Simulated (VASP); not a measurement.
All values below come from PBE GGA, VASP's PBE PAW potentials (set 64) (plane waves; VASP).

The input files of a VASP run:

File POSCAR:
```
O atom
26.0
  0.4615384615   0.0000000000   0.0000000000
  0.0000000000   0.4807692308   0.0000000000
  0.0000000000   0.0000000000   0.5000000000
O
1
Cartesian
  0.0000000000   0.0000000000   0.0000000000
```

**INCAR**
```
ALGO = All
EDIFF = 1E-6
ENCUT = 520
GGA = PE
ISMEAR = 0
ISPIN = 2
ISYM = 0
LASPH = T
LCHARG = F
LORBIT = 10
LREAL = F
LWAVE = F
MAGMOM = 2
NELM = 200
NUPDOWN = 2
PREC = Normal
SIGMA = 0.01
SYSTEM = O atom
```

KPOINTS:
```
Automatic mesh
0
Gamma
  1 1 1
```

POTCAR, in this order: O (PBE.64 set). Program: vasp_gam. Read from the step before: WAVECAR.

Output of the run:

OUTCAR:
```
 ion  position               nearest neighbor table
   1  0.000  0.000  0.000-
 Subroutine IBZKPT returns following result:
 Found      1 irreducible k-points:

 Following reciprocal coordinates:
            Coordinates               Weight
  0.000000  0.000000  0.000000      1.000000
   k-points           NKPTS =      1   k-points in BZ     NKDIM =      1   number of bands    NBANDS=      8
   number of dos      NEDOS =    301   number of ions     NIONS =      1
   total plane-waves  NPLWV = 392000
   dimension x,y,z NGX =    70 NGY =   70 NGZ =   80
   dimension x,y,z NGXF=   140 NGYF=  140 NGZF=  160
   ions per type =               1
   PREC   = normal    normal or accurate (medium, high low for compatibility)
   ISTART =      1    job   : 0-new  1-cont  2-samecut
   ICHARG =      0    charge: 1-file 2-atom 10-const
   ISPIN  =      2    spin polarized calculation?
   LNONCOLLINEAR =      F non collinear calculations
   LSORBIT =      F    spin-orbit coupling
   INIWAV =      1    electr: 0-lowe 1-rand  2-diag
   ENCUT  =  520.0 eV  38.22 Ry    6.18 a.u.  22.31 23.24 24.17*2*pi/ulx,y,z
   NELM   =    200;   NELMIN=  2; NELMDL=  0     # of ELM steps
   EDIFF  = 0.1E-05   stopping-criterion for ELM
   LREAL  =      F    real-space projection
   NLSPLINE    = F    spline interpolate recip. space projectors
   LMAXMIX     =    2 max onsite mixed and CHGCAR
   VOSKOWN=      0    Vosko Wilk Nusair interpolation
   EDIFFG = 0.1E-04   stopping-criterion for IOM
   NSW    =      0    number of steps for IOM
   NBLOCK =      1;   KBLOCK =      1    inner block; outer block
   IBRION =     -1    ionic relax: 0-MD 1-quasi-New 2-CG
   NFREE  =      0    steps in history (QN), initial steepest desc. (CG)
   ISIF   =      2    stress and relaxation
   ISYM   =      0    0-nonsym 1-usesym 2-fastsym
   TEIN   =    0.0    initial temperature
   TEBEG  =    0.0;   TEEND  =   0.0 temperature during run
   SMASS  =  -3.00    Nose mass-parameter (am)
   PSTRESS=    0.0 pullay stress
   NELECT =       6.0000    total number of electrons
   EFERMI =   0.00;   METHOD = LEGACY
   ISMEAR =     0;   SIGMA  =   0.01  broadening in eV -4-tet -1-fermi 0-gaus
   IALGO  =     58    algorithm
   LDIAG  =      T    sub-space diagonalisation (order eigenvalues)
   IMIX   =      4    mixing-type and parameters
     AMIX     =   0.40;   BMIX     =  1.00
     AMIX_MAG =   1.60;   BMIX_MAG =  1.00
     AMIN     =   0.10
   GGA     = PE    functional components
   VOSKOWN =     0    Vosko Wilk Nusair interpolation
   LHFCALC =     F    Hartree Fock is set to
   LHFONE  =     F    Hartree Fock one center treatment
   AEXX    =    0.0000 exact exchange contribution
   IVDW    =     0    specifies the selected vdW correction
   LEPSILON=     F    determine dielectric tensor
   LRPA    =     F    only Hartree local field effects (RPA)
  energy-cutoff  :      520.00
  volume of cell :     1950.00
      direct lattice vectors                 reciprocal lattice vectors
    12.000000000  0.000000000  0.000000000     0.083333333  0.000000000  0.000000000
     0.000000000 12.500000000  0.000000000     0.000000000  0.080000000  0.000000000
     0.000000000  0.000000000 13.000000000     0.000000000  0.000000000  0.076923077
 k-point     1 :   0.0000 0.0000 0.0000  plane waves:   26244
 maximum number of plane-waves:     26244
```

**OSZICAR**
```
       N       E                     dE             d eps       ncg     rms           ort
SDA:   1    -0.165299083005E+01   -0.16530E+01    0.00000E+00     8   0.804E-07   0.000E+00
SDA:   2    -0.165299151330E+01   -0.68324E-06   -0.68336E-06     8   0.271E-04   0.143E-05
SDA:   3    -0.165329553225E+01   -0.30402E-03   -0.30402E-03     8   0.121E-01   0.573E-03
SDA:   4    -0.184959706602E+01   -0.19630E+00   -0.19685E+00     8   0.377E+00   0.142E-01
CGA:   5    -0.188414514981E+01   -0.34548E-01   -0.80198E-01     8   0.337E-01   0.509E-01
CGA:   6    -0.190279063316E+01   -0.18645E-01   -0.18642E-01     8   0.989E-02   0.276E-04
CGA:   7    -0.190451275174E+01   -0.17221E-02   -0.17219E-02     8   0.233E-02   0.898E-05
CGA:   8    -0.190517024299E+01   -0.65749E-03   -0.65743E-03     8   0.402E-03  -0.117E-05
CGA:   9    -0.190525856712E+01   -0.88324E-04   -0.88226E-04     8   0.102E-03  -0.892E-06
CGA:  10    -0.190529078406E+01   -0.32217E-04   -0.32217E-04     8   0.245E-04  -0.688E-08
CGA:  11    -0.190529739599E+01   -0.66119E-05   -0.66029E-05     8   0.605E-05  -0.180E-06
CGA:  12    -0.190529954195E+01   -0.21460E-05   -0.21491E-05     8   0.186E-05  -0.688E-07
CGA:  13    -0.190530014857E+01   -0.60662E-06   -0.60706E-06     8   0.555E-06  -0.288E-07
   1 F= -.19053001E+01 E0= -.19053001E+01  d E =-.617430E-15  mag=     2.0000
```

**OUTCAR**
```
------------------------ aborting loop because EDIFF is reached ----------------------------------------
  FORCE on cell =-STRESS in cart. coord.  units (eV):
  Direction    XX          YY          ZZ          XY          YZ          ZX
  --------------------------------------------------------------------------------------
  Total       -0.0246472     -0.0306041     -0.0300149     -0.0022835      0.0045778      0.0014034
  in kB       -0.0202508     -0.0251452     -0.0246611     -0.0018762      0.0037613      0.0011531
  external PRESSURE =      -0.0233524 kB  Pullay stress =       0.0000000 kB
  volume of cell :     1950.00
      direct lattice vectors                 reciprocal lattice vectors
    12.000000000  0.000000000  0.000000000     0.083333333  0.000000000  0.000000000
     0.000000000 12.500000000  0.000000000     0.000000000  0.080000000  0.000000000
     0.000000000  0.000000000 13.000000000     0.000000000  0.000000000  0.076923077
 POSITION                                       TOTAL-FORCE (eV/Angst)
 -----------------------------------------------------------------------------------
      0.00000      0.00000      0.00000        -0.000000      0.000000     -0.000000
 -----------------------------------------------------------------------------------
    total drift:                               -0.000000      0.000000     -0.000000
  FREE ENERGIE OF THE ION-ELECTRON SYSTEM (eV)
  ---------------------------------------------------
  free  energy   TOTEN  =        -1.9053001486 eV

  energy  without entropy=       -1.9053001486  energy(sigma->0) =       -1.90530015

 total charge

# of ion       s       p       d       tot
------------------------------------------
    1        1.623   2.927   0.000   4.550

 magnetization (x)

# of ion       s       p       d       tot
------------------------------------------
    1        0.017   1.523   0.000   1.540
```
(Selected blocks of OUTCAR.)

The atom may not be in its lowest state.

The cell is a free atom in a box.
